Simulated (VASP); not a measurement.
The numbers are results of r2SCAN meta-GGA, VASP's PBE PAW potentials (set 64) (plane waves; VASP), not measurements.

A VASP calculation is set up with these files.

KPOINTS:
```
K-points
0
G
 8 8 11
```

### INCAR
```
# general
SYSTEM =Hf
PREC   =Accurate
ENCUT  =400
LREAL  =F
LASPH  =T

# electronic loop
EDIFF  =1E-7
NELM   =100
ALGO   =Normal
LMAXMIX=6
LMIXTAU=T

# smearing
ISMEAR =-5

# functional
METAGGA=R2SCAN

# ions
ISIF   =2

# output
LWAVE  =F
LCHARG =F
LORBIT =11
NEDOS  =601

# other
LEFG   =T
```

KPOINTS_OPT:
```
k-points along high-symmetry lines
6
Line-mode
Reciprocal
  0.000000   0.000000   0.000000 ! GAMMA
  0.500000   0.000000   0.000000 ! M

  0.500000   0.000000   0.000000 ! M
  0.333333   0.333333   0.000000 ! K

  0.333333   0.333333   0.000000 ! K
  0.000000   0.000000   0.000000 ! GAMMA

  0.000000   0.000000   0.000000 ! GAMMA
  0.000000   0.000000   0.500000 ! A

  0.000000   0.000000   0.500000 ! A
  0.500000   0.000000   0.500000 ! L

  0.500000   0.000000   0.500000 ! L
  0.333333   0.333333   0.500000 ! H

  0.333333   0.333333   0.500000 ! H
  0.000000   0.000000   0.500000 ! A

  0.500000   0.000000   0.500000 ! L
  0.500000   0.000000   0.000000 ! M

  0.333333   0.333333   0.500000 ! H
  0.333333   0.333333   0.000000 ! K
```

POSCAR:
```
Hf
1
    4.9625934323     0.0000000000     0.0000000000
   -2.4812967162     4.2977321390     0.0000000000
    0.0000000000     0.0000000000     3.0842770016
Hf
3
Direct
  0.6666670000   0.3333330000   0.5000000000
  0.3333330000   0.6666670000   0.5000000000
  0.0000000000   0.0000000000   0.0000000000
```

POTCAR, in this order: Hf_pv (PBE.64 set). Program: vasp_std.

The resulting files:

### OSZICAR
```
       N       E                     dE             d eps       ncg     rms          rms(c)
DAV:   1    -0.235203513130E+02   -0.23520E+02   -0.15331E+04  2392   0.127E+03
DAV:   2    -0.137448493483E+03   -0.11393E+03   -0.10991E+03  2628   0.296E+02
DAV:   3    -0.143686209066E+03   -0.62377E+01   -0.58972E+01  3148   0.414E+01
DAV:   4    -0.143873283725E+03   -0.18707E+00   -0.18249E+00  3009   0.630E+00
DAV:   5    -0.143877640103E+03   -0.43564E-02   -0.43335E-02  3027   0.747E-01    0.875E+01
DAV:   6    -0.135764660786E+03    0.81130E+01   -0.14404E+00  2391   0.108E+01    0.504E+01
DAV:   7    -0.133015211158E+03    0.27494E+01   -0.29794E+00  2412   0.124E+01    0.691E+00
DAV:   8    -0.136244987898E+03   -0.32298E+01   -0.18894E+00  2385   0.103E+01    0.118E+01
DAV:   9    -0.135526776630E+03    0.71821E+00   -0.21801E-01  2481   0.502E+00    0.390E+00
DAV:  10    -0.135306495483E+03    0.22028E+00   -0.19306E-02  2851   0.112E+00    0.383E+00
DAV:  11    -0.135352456549E+03   -0.45961E-01   -0.15874E-02  2424   0.124E+00    0.219E+00
DAV:  12    -0.135385844373E+03   -0.33388E-01   -0.67234E-03  2550   0.778E-01    0.891E-01
DAV:  13    -0.135350770916E+03    0.35073E-01   -0.27233E-02  2301   0.157E+00    0.745E-01
DAV:  14    -0.135350366994E+03    0.40392E-03   -0.60890E-04  3140   0.170E-01    0.734E-01
DAV:  15    -0.135350562930E+03   -0.19594E-03   -0.27326E-05  2691   0.484E-02    0.688E-01
DAV:  16    -0.135350597538E+03   -0.34607E-04   -0.56221E-05  2486   0.771E-02    0.712E-01
DAV:  17    -0.135350707016E+03   -0.10948E-03   -0.86626E-04  3281   0.291E-01    0.106E+00
DAV:  18    -0.135349334989E+03    0.13720E-02   -0.21231E-03  2509   0.459E-01    0.596E-01
DAV:  19    -0.135349972193E+03   -0.63720E-03   -0.15866E-03  3204   0.312E-01    0.238E-01
DAV:  20    -0.135349946523E+03    0.25670E-04   -0.24312E-04  3085   0.123E-01    0.327E-01
DAV:  21    -0.135349988638E+03   -0.42115E-04   -0.10512E-05  2591   0.268E-02    0.292E-01
DAV:  22    -0.135349950550E+03    0.38088E-04   -0.21002E-05  2385   0.370E-02    0.292E-01
DAV:  23    -0.135349902181E+03    0.48369E-04   -0.85795E-05  2547   0.105E-01    0.800E-02
DAV:  24    -0.135349906093E+03   -0.39123E-05   -0.54692E-05  2970   0.543E-02    0.525E-02
DAV:  25    -0.135349944919E+03   -0.38826E-04   -0.10554E-05  2358   0.294E-02    0.546E-02
DAV:  26    -0.135349950758E+03   -0.58394E-05   -0.12378E-06  2616   0.100E-02    0.586E-02
DAV:  27    -0.135349971663E+03   -0.20905E-04   -0.87142E-06  2537   0.268E-02    0.210E-02
DAV:  28    -0.135349975058E+03   -0.33949E-05   -0.18810E-06  2524   0.132E-02    0.120E-02
DAV:  29    -0.135349975919E+03   -0.86103E-06   -0.39786E-07  2202   0.592E-03    0.486E-03
DAV:  30    -0.135349975492E+03    0.42744E-06   -0.92845E-08  1212   0.291E-03    0.178E-03
DAV:  31    -0.135349975426E+03    0.65658E-07   -0.28883E-08  1197   0.177E-03
   1 F= -.13534998E+03 E0= -.13534998E+03  d E =0.000000E+00
       N       E                     dE             ncg
```

**OUTCAR**
```
------------------------ aborting loop because EDIFF is reached ----------------------------------------
  FORCE on cell =-STRESS in cart. coord.  units (eV):
  Direction    XX          YY          ZZ          XY          YZ          ZX
  --------------------------------------------------------------------------------------
  Total        0.1601730      0.1601730     -0.1606212     -0.0000000     -0.0000000      0.0000000
  in kB        3.9012026      3.9012029     -3.9121195     -0.0000000     -0.0000000      0.0000000
  external PRESSURE =       1.2967620 kB  Pullay stress =       0.0000000 kB
  volume of cell :       65.78
      direct lattice vectors                 reciprocal lattice vectors
     4.962593432  0.000000000  0.000000000     0.201507541  0.116340429  0.000000000
    -2.481296716  4.297732139  0.000000000     0.000000000  0.232680858  0.000000000
     0.000000000  0.000000000  3.084277002     0.000000000  0.000000000  0.324225094
 POSITION                                       TOTAL-FORCE (eV/Angst)
 -----------------------------------------------------------------------------------
      2.48130      1.43258      1.54214         0.000000     -0.000000      0.000000
     -0.00000      2.86516      1.54214        -0.000000      0.000000      0.000000
      0.00000      0.00000      0.00000         0.000000      0.000000      0.000000
 -----------------------------------------------------------------------------------
    total drift:                                0.000000     -0.000000      0.000000
  FREE ENERGIE OF THE ION-ELECTRON SYSTEM (eV)
  ---------------------------------------------------
  free  energy   TOTEN  =      -135.3499754260 eV

  energy  without entropy=     -135.3499754260  energy(sigma->0) =     -135.34997543

 total charge

# of ion       s       p       d       tot
------------------------------------------
    1        0.399   6.397   1.635   8.431
    2        0.399   6.397   1.635   8.431
    3        0.387   6.480   1.406   8.273
--------------------------------------------------
tot          1.185  19.274   4.676  25.134

 Electric field gradients after diagonalization (V/A^2)
 (convention: |V_zz| > |V_xx| > |V_yy|)
----------------------------------------------------------------------
 ion       V_xx      V_yy      V_zz     asymmetry (V_yy - V_xx)/ V_zz
----------------------------------------------------------------------
   1      34.711    34.707   -69.418       0.000
   2      34.711    34.707   -69.418       0.000
   3      12.136    12.134   -24.269       0.000
```
(Selected blocks of OUTCAR.)

For a metal the tetrahedron method with Blöchl corrections gives inexact stress and forces.

The structure comes from a computed database's Hf entry (P6/mmm); how it stands against other phases isn't given here. It was relaxed first.
